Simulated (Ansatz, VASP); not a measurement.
# Cross-check of SnSe2 between VASP and Ansatz

One calculation is typed for both programs; each brings its own data sets. How far apart do they land? The cell is taken from a series of runs on this material, whose earlier steps may have relaxed, scaled, displaced or heated it; both programs get it as it stands.

Program: Ansatz 0.2.0. Level of theory: plane waves, with VASP 6.6.1 beside it; G0W0 gap at PBEsol. Results are calculated unless marked as measured.

**1. Set-up**

It takes space group P-3m1 (No. 164, trigonal). Conventional cell: a = 3.794 Å, b = 3.794 Å, c = 5.760 Å, α = 90.00°, β = 90.00°, γ = 120.00°. Nearest to Sn lie 6 Se at 2.70 Å. Se has 3 Sn at 2.70 Å nearest. It derives from Se2Sn1. Farther neighbours and most contacts between anions are not listed.

**2. Ansatz: G0W0 gap, PBEsol**

Ansatz runs on its PAW soft_1 files.

Quasiparticle shifts depend on high empty states and on the cores, so they are the hardest test of two PAW sets.

Input file input.yaml:

```yaml
crystal:
  lattice:
    - [3.794110637, 0.0, 0.0]
    - [-1.8970553185, 3.2857961964, 0.0]
    - [0.0, 0.0, 5.7595302157]
  atoms:
    - { symbol: Sn, position: [0.0, 0.0, 0.5] }
    - { symbol: Se, position: [0.3333333333, 0.6666666667, 0.7747363462] }
    - { symbol: Se, position: [0.6666666667, 0.3333333333, 0.2252636538] }
kpoints:
  mp_grid: { grid: [6, 6, 4] }
hamiltonian:
  xc: pbesol
  pseudopotentials: { kind: paw, azcp: { folder: soft_1 }, xc_functional: pbe }
scf:
  occupations: { method: fixed }
gw:
  n_empty_bands: 299
  ecut_chi: 150.0
  qp_bands: [v2, c2]
  qp_kpoints: band_edges
  screening: { model: contour_deformation }
```

Started as:

```
$ ansatz run input.yaml --threads 2 --pin off --max-ram 92160MiB --backend cuda --events-out ev --progress --plain --runs-dir out --devices 1 --max-vram 13GiB
```

Numbers of over 12 decimals in the logs are rounded to 6 here.

Output:

```text
GPUs: using 1 of 1 available (devices: 1).
Engine: ansatz 0.2.0, x86_64-unknown-linux-gnu
Pseudopotentials: kind: paw
Pseudopotential: Sn, paw, valence charge 14, recommended cutoff 420 eV (normal), soft_1/Sn.paw.azcp
Pseudopotential: Se, paw, valence charge 16, recommended cutoff 420 eV (normal), soft_1/Se.paw.azcp
Functional definition: PBEsol
  exchange = pbesol_x
  correlation = pbesol_c
device memory: the entry about to start is reckoned to put 0.8 GiB on a device that reports 63.6 GiB free (of which the cap on the GPU budget leaves the run 13.0 GiB)
GPU FFT provider: cuFFT
GPU libraries: cuBLAS 13.8.2, cuFFT 12.4.0, cuSOLVER 12.3.4
Crystal: 3 atoms, lattice volume = 71.802 Å³
Basis set: ecut = 420 eV, 1411 PW (Γ)
Bands: 28, of which v1, the nominal top of the filled ones, is band 23 counted from 1 (22 counted from 0)
Symmetry: 12 space group operations
Space group: P-3m1 (ITA 164), of the structure as read, at distance tolerance 4.2e-5 Å
k-points: 24 of 144
Non-local potential: Sn, projectors of the file, l = 0: 2, l = 1: 2, l = 2: 2, l = 3: 1
Non-local potential: Se, projectors of the file, l = 0: 2, l = 1: 2, l = 2: 3, l = 3: 1
PAW form: soft (Blöchl's): semilocal exchange-correlation on the pseudo side does not see the compensation charge
PAW frozen core: Sn, regenerated for the run's functional, and the local potential with it (the file was generated under x = pbe(κ = 0.804, μ = 0.219515), c = pbe(β = 0.066725))
PAW frozen core: Se, regenerated for the run's functional, and the local potential with it (the file was generated under x = pbe(κ = 0.804, μ = 0.219515), c = pbe(β = 0.066725))
PAW one-centre angular grid: Sn, 590 points (default); XC on 64 Gauss nodes
PAW one-centre angular grid: Se, 590 points (default); XC on 64 Gauss nodes
Initial density: superposition of atomic densities (chi_scale 0.1, normalization cell, long waves kept (reshape's long-wave potential 0.07 eV rms))
Initial wavefunctions: pseudopotential atomic-orbital guess
GPU buffer pool allocated for 29160 grid points (all kernels)
GPU transforms: local potential and band sums: pruned to the plane-wave sphere, on 25×25×40
Functional: x = pbesol(κ = 0.804, μ = 0.123457), c = pbesol(β = 0.046)
SCF iter   1: F=—  HF=-16799.698472 eV  |F-HF|=—  |Δ(HF+E_count)|=         —  Δρ=3.32e-2  dr2=1.67e0  ethr=3.10e-3  ⟨swp⟩=4.9  Hψ=2516  notcnv=0  defer=62
preconditioner: auto → Resta (q_TF=auto, 2.533 Å⁻¹)  ε∞=4.1  [insulator: Δε(μ)=0.202 eV  Ē_g=9.944 eV  n_scr=22 (ndim 8)  ℏωp=17.5 eV  f_vac=0.012  ε∞_Penn≈4.1]
SCF iter   2: F=—  HF=-16799.322604 eV  |F-HF|=—  |Δ(HF+E_count)|=   3.76e-1  Δρ=1.64e-2  dr2=2.34e-1  ethr=3.10e-3  ⟨swp⟩=2.0  Hψ=976  notcnv=0  defer=34
SCF iter   3: F=—  HF=-16799.259747 eV  |F-HF|=—  |Δ(HF+E_count)|=   6.29e-2  Δρ=5.17e-3  dr2=1.51e-2  ethr=5.08e-4  ⟨swp⟩=2.0  Hψ=817  notcnv=0  defer=66
SCF iter   4: F=—  HF=-16799.257694 eV  |F-HF|=—  |Δ(HF+E_count)|=   2.05e-3  Δρ=1.08e-3  dr2=1.22e-3  ethr=3.29e-5  ⟨swp⟩=2.0  Hψ=1248  notcnv=0  defer=68
SCF iter   5: F=—  HF=-16799.257613 eV  |F-HF|=—  |Δ(HF+E_count)|=   8.10e-5  Δρ=4.60e-4  dr2=1.52e-4  ethr=2.66e-6  ⟨swp⟩=2.0  Hψ=1251  notcnv=0  defer=69
SCF iter   6: F=—  HF=-16799.257746 eV  |F-HF|=—  |Δ(HF+E_count)|=   1.33e-4  Δρ=1.29e-4  dr2=1.40e-5  ethr=3.31e-7  ⟨swp⟩=3.0  Hψ=1245  notcnv=0  defer=68
SCF iter   7: F=—  HF=-16799.257760 eV  |F-HF|=—  |Δ(HF+E_count)|=   1.45e-5  Δρ=3.25e-5  dr2=7.36e-7  ethr=3.05e-8  ⟨swp⟩=2.0  Hψ=984  notcnv=0  defer=26
SCF iter   8: F=-16799.257762 eV  HF=-16799.257762 eV  |F-HF|=4.59e-8  |Δ(HF+E_count)|=   1.25e-6  Δρ=6.00e-6  dr2=4.54e-8  ethr=2.17e-10  ⟨swp⟩=9.0  Hψ=2902  notcnv=0
SCF 1 converged in 8 iterations: F = -16799.257762 eV  dr2 = 4.54e-8
  greatest PAW one-centre occupation: 1.000 electrons in one spin orbital (limit 2), on the Se atom at site 2 (counted from 0), in its partial waves of l = 2
device memory: the entry about to start is reckoned to put 0.9 GiB (of the 0.9 GiB reckoned in all, the device holds 0.1 GiB already) on a device that reports 54.4 GiB free (of which the cap on the GPU budget leaves the run 12.9 GiB)
NSCF: frozen V_eff on 24 k-points, pencils in batches of 32, up to order 112
the band table was solved once the SCF had ended and its energy, with any forces and stress, was formed, with the checks that follow a solve (2822 applications of the Hamiltonian). They found nothing against the state; the energy, forces and stress were not computed again (output.eigenvalues in the input reference)
device memory: the entry about to start is reckoned to put 2.9 GiB on a device that reports 51.4 GiB free (of which the cap on the GPU budget leaves the run 13.0 GiB)
NSCF: frozen V_eff on 24 k-points
G₀W₀ screening: q 1/24
[... further progress lines ...]
device memory: the entry about to start is reckoned to put 0.4 GiB on a device that reports 52.0 GiB free (of which the cap on the GPU budget leaves the run 13.0 GiB)
NSCF: frozen V_eff on 1 k-points
[...]
--- Per-component energies (eV) ---
  E_band       = -827.335585
  E_kinetic    = 391.742927
  E_local      = -6203.165695  (includes V_loc(G=0)·N_el)
  E_nonlocal   = -558.244491
  E_hartree    = 3254.519922
  E_xc         = -294.080214
  E_vxc        = -261.535690  (∫ρ·V_xc dr)
  E_paw        = -8470.588406  (= ΣΔE_a)
  E_vpaw       = -705.170896  (= ΣTr[D̂ρ^β])
  E_aug_tail   = -0.000483  (compensation charges beyond the density's cutoff)
  E_ewald      = -4921.743065
  E_core_change = 2.301743  (= ΣΔE_core)
  E_smearing   = -0.000000  (= −TS)
  E_closure    = 0.000000  (closes the sum)
  Σ components = -16799.257762   (vs F -16799.257762, Δ=0.00e0)
--- Band table (eV; the first three rows and the last of 24) ---
  k-point 0: bands = [... 19 lower, 8.2888, 8.3582, 8.3582, 9.0915, 9.7780, 11.9081, 13.5880, 13.5880, ... 1 higher]
  k-point 1: bands = [... 19 lower, 8.1072, 8.1072, 8.6124, 8.6124, 10.9306, 11.9386, 13.2939, 13.2939, ... 1 higher]
  k-point 2: bands = [... 19 lower, 8.0344, 8.0344, 8.7629, 8.7629, 11.7181, 11.7471, 13.0266, 13.0266, ... 1 higher]
  k-point 23: bands = [... 19 lower, 4.3090, 4.8035, 8.7835, 8.7835, 11.4977, 13.1000, 13.1000, 14.5960, ... 1 higher]
--- G₀W₀: contour deformation, 8 samples at zero and on the imaginary axis and 2 off it, 144 q-points, 299 empty bands' worth ---
  eigenvalues of the whole cell's RPA ε∞ on this k-mesh (on a slab, of 1 + 4πα/V) = 18.2532, 18.2532, 21.4504; static W/v taken at q = 0 is 0.052043
  gw.qp_kpoints: band_edges: 18 of 24 stored k-points solved, in 1 pass; an edge of the gap read off the rows below is read off those points alone
    valence top: of the k-points left out ik 1 came nearest to being solved in a further pass, in band 22 (counted from 1, as in the quasiparticle table): it holds the edge there only if its correction is more favourable than any solved in that band by at least 0.462 eV; those differ by 0.077 eV
    conduction bottom: of the k-points left out ik 18 came nearest to being solved in a further pass, in band 24 (counted from 1, as in the quasiparticle table): it holds the edge there only if its correction is more favourable than any solved in that band by at least 0.853 eV; those differ by 0.172 eV
    ik  band        ε_KS         Σx   Σc(E_QP)       V_xc       Z   E_QP_lin       E_QP  E_QP is
     0    22      8.3582   -17.5390     1.6303   -15.5073  0.7162     7.9478     7.9569  root
     0    23      9.0915   -17.6830     1.3106   -15.9655  0.7350     8.6776     8.6847  root
     0    24      9.7780   -12.3666    -3.3691   -15.9083  0.7680     9.9514     9.9506  root
     0    25     11.9081    -8.2527    -4.1527   -12.5377  0.7727    12.0409    12.0405  root
     2    22      8.7629   -17.6307     1.3886   -15.8294  0.7301     8.3424     8.3501  root
     2    23      8.7629   -17.6307     1.3886   -15.8294  0.7301     8.3424     8.3501  root
     2    24     11.7181   -12.1989    -4.0144   -16.3526  0.7384    11.8575    11.8574  root
     2    25     11.7471    -8.5855    -4.2206   -12.9795  0.7751    11.9213    11.9205  root
     3    22      8.8405   -17.6973     1.4225   -15.8510  0.7309     8.4087     8.4168  root
     3    23      9.1399   -17.5875     1.3163   -15.8552  0.7338     8.7165     8.7239  root
     3    24     11.1753   -12.5167    -3.7277   -16.3588  0.7367    11.2899    11.2896  root
     3    25     12.5632    -8.5427    -4.3716   -13.0763  0.7698    12.7259    12.7252  root
     4    22      8.1818   -17.3293     1.6652   -15.2503  0.7138     7.7601     7.7680  root
     4    23      8.4386   -17.5568     1.6529   -15.4802  0.7208     8.0058     8.0150  root
     4    24     10.5948   -11.6057    -3.5139   -15.2188  0.7494    10.6944    10.6939  root
     4    25     13.1088    -8.9227    -4.5106   -13.5911  0.7601    13.2672    13.2666  root
     6    22      8.7331   -17.3895     1.4606   -15.5078  0.7285     8.3033     8.3121  root
     6    23      8.8521   -17.5826     1.3629   -15.8014  0.7313     8.4258     8.4338  root
     6    24     11.4042   -11.8545    -3.9392   -15.9108  0.7346    11.5216    11.5212  root
     6    25     12.6050    -9.4405    -4.3443   -13.9650  0.7687    12.7860    12.7852  root
     7    22      8.0546   -16.5027     1.5347   -14.5892  0.7142     7.6695     7.6758  root
     7    23      8.8050   -17.6608     1.4218   -15.8112  0.7300     8.3686     8.3772  root
     7    24     10.5754   -11.5206    -3.5117   -15.0842  0.7435    10.6274    10.6273  root
     7    25     12.6460    -8.6758    -4.3666   -13.2116  0.7700    12.8158    12.8151  root
[...]
21    22      6.6777   -16.6454     2.4890   -13.7608  0.7011     6.2802     6.2820  root
    21    23      6.6777   -16.6454     2.4890   -13.7608  0.7011     6.2802     6.2820  root
    21    24      9.5107   -10.6623    -3.1506   -13.8564  0.7561     9.5543     9.5542  root
    21    25     15.4974    -9.8292    -5.3622   -15.3602  0.7182    15.6670    15.6663  root
    23    22      8.7835   -17.5207     1.4508   -15.6416  0.7273     8.3457     8.3552  root
    23    23      8.7835   -17.5207     1.4508   -15.6416  0.7273     8.3457     8.3552  root
    23    24     11.4977   -12.1089    -4.1795   -16.3976  0.7103    11.6074    11.6069  root
    23    25     13.1000    -8.3996    -4.3867   -12.9402  0.7680    13.2545    13.2539  root
```

(Continued in part 2 of 2.)

[Lines on the potential files, build, host, timing and source positions are cut from VASP's logs without a mark.]

[Logs are printed without paths, hosts, clocks, repeated set-up lines and the standing remarks that a program may print on its own settings, such as how far it seeks lower states.]

[Hosts, paths, dates, database ids (printed as entryN), source tags and the programs' standing remarks are cut or masked in the printed files.]
